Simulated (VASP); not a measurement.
```yaml
crystal:
  lattice:
    - [4.33896, 0.00000, 0.00000]
    - [0.00000, 4.33896, 0.00000]
    - [0.00000, 0.00000, 4.33896]
  atoms:
    - { symbol: Ti, position: [0.00000, 0.00000, 0.00000] }
    - { symbol: Ti, position: [0.50000, 0.50000, 0.00000] }
    - { symbol: Ti, position: [0.50000, 0.00000, 0.50000] }
    - { symbol: C, position: [0.50000, 0.50000, 0.50000] }
    - { symbol: C, position: [0.00000, 0.00000, 0.50000] }
    - { symbol: C, position: [0.00000, 0.50000, 0.00000] }
    - { symbol: C, position: [0.50000, 0.00000, 0.00000] }
    - { symbol: Nb, position: [0.00000, 0.50000, 0.50000] }
```

Computed with PBEsol GGA, VASP's PBE PAW potentials (set 64) (plane waves; VASP). Settings: 520 eV cut-off, Gaussian smearing of 0.050 eV, potentials Ti_sv C Nb_sv.

**Question.** What does the run give for the band gap (along the path) with the smallest direct gap where there is one?

**Answer.** 
The band gap (along the path) comes out as none (metal, semimetal or under 0.01 eV).

Total energies compare only between runs with the same potentials, cut-off and functional.

The structure was generated: NbTi3C4 was put into an ordered model structure (Pm-3m), which need not be its known phase. It was relaxed first. The electron count is odd and the run is not spin-polarised, which forces a metal.
